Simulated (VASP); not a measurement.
Input:

```
CELL_PARAMETERS angstrom
      3.96816     0.00000     0.00000
      0.00000     3.96816     0.00000
      0.00000     0.00000     3.96816
ATOMIC_POSITIONS crystal
  Sr 0.00000 0.00000 0.00000
  Ti 0.50000 0.50000 0.50000
  O  0.50000 0.00000 0.50000
  O  0.00000 0.50000 0.50000
  O  0.50000 0.50000 0.00000
```

Calculation: revPBE GGA, VASP's PBE PAW potentials (set 64) (plane waves; VASP). Numerical set-up: 520 eV cut-off, Gaussian smearing of 0.050 eV, potentials Sr_sv Ti_sv O.

Give the energies of bands 12 to 23 at the high-symmetry points, in eV from the valence-band maximum.

```json
[
 {"band": "12", "Γ": "-2.77", "X": "-4.16", "M": "-4.38", "R": "-4.52"},
 {"band": "13", "Γ": "-2.77", "X": "-2.74", "M": "-4.37", "R": "-3.99"},
 {"band": "14", "Γ": "-2.77", "X": "-2.74", "M": "-4.01", "R": "-3.99"},
 {"band": "15", "Γ": "-1.09", "X": "-2.36", "M": "-2.66", "R": "-3.58"},
 {"band": "16", "Γ": "-1.09", "X": "-2.22", "M": "-2.66", "R": "-3.58"},
 {"band": "17", "Γ": "-1.09", "X": "-2.22", "M": "-1.74", "R": "-3.58"},
 {"band": "18", "Γ": "-0.38", "X": "-1.82", "M": "-1.51", "R": "0.00"},
 {"band": "19", "Γ": "-0.38", "X": "-0.73", "M": "-1.51", "R": "0.00"},
 {"band": "20", "Γ": "-0.38", "X": "-0.73", "M": "-0.09", "R": "0.00"},
 {"band": "21", "Γ": "1.79", "X": "1.94", "M": "3.55", "R": "4.17"},
 {"band": "22", "Γ": "1.79", "X": "3.55", "M": "3.55", "R": "4.17"},
 {"band": "23", "Γ": "1.79", "X": "3.55", "M": "3.99", "R": "4.17"}
]
```

The gap is indirect, 1.79 eV, from the valence maximum at R to the conduction minimum at Γ.

Measured: gap 3.59 eV (computed value off by -1.80 eV), as given by Anna Miglio et al., npj Computational Materials (2020), arXiv:2011.12765 [zero-point renormalisation of 336 meV (experimental, the table's column) added back].

The compound is SrTiO3 in the cubic perovskite structure, the ideal cubic form; the compound distorts at low or room temperature. It was relaxed first.
